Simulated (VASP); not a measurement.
The system is HfO2.

```
Hf O
1.0
     3.60433    0.00000    0.00000
     0.00000    3.60433    0.00000
     0.00000    0.00000    5.26356
Hf O
2 4
Direct
  0.50000 0.50000 0.50000
  0.00000 0.00000 0.00000
  0.00000 0.50000 0.69329
  0.50000 0.00000 0.80671
  0.50000 0.00000 0.30671
  0.00000 0.50000 0.19329
```

Measurements of this composition are mostly on another form, of space group No. 14.

| Quantity | Value |
| --- | --- |
| Program | VASP 6.6.1 |
| Task | relaxation of cell and atoms |
| Functional | LDA |
| Potentials or basis | VASP PAW LDA potentials, release 64 (Hf_pv, O) |
| Cutoff | 600 eV |
| k mesh | 6 × 6 × 4 |
| Occupations | fermi-dirac, width 0.05 eV |
| Spin | no spin polarisation |

At the start: pressure -16.3 GPa; volume 11.40 Å³/atom.

Task: Where does the relaxation end?

Result: Over 12 steps the energy falls by 46.7 meV/atom and the volume is 10.49 Å³/atom (-7.9 %); space group P4_2/nmc (No. 137, to 0.05 Å).

Step by step:
```tsv
step	energy change (eV)	largest force (eV/Å)	pressure (GPa)	volume (Å³)
1	0.0000	0.1506	-16.34	68.38
2	0.4543	1.1371	37.24	57.51
3	-0.2397	0.2578	-0.70	64.09
4	-0.2399	0.2695	-0.25	63.98
5	-0.2399	0.2790	0.13	63.90
6	-0.2542	0.2404	0.24	63.66
7	-0.2680	0.1629	0.74	63.09
8	-0.2772	0.0618	-0.53	63.22
9	-0.2788	0.0038	-1.29	63.30
10	-0.2794	0.0040	0.82	62.77
11	-0.2802	0.0033	-0.08	62.99
12	-0.2802	0.0089	0.04	62.96
```

Final structure:
```
Hf O
1.0
     3.52336    0.00000    0.00000
     0.00000    3.52336    0.00000
     0.00000    0.00000    5.07186
Hf O
2 4
Cartesian
  1.7617 1.7617 2.5359
  0.0000 0.0000 0.0000
  0.0000 1.7617 3.5795
  1.7617 0.0000 4.0283
  1.7617 0.0000 1.4923
  0.0000 1.7617 1.0436
```
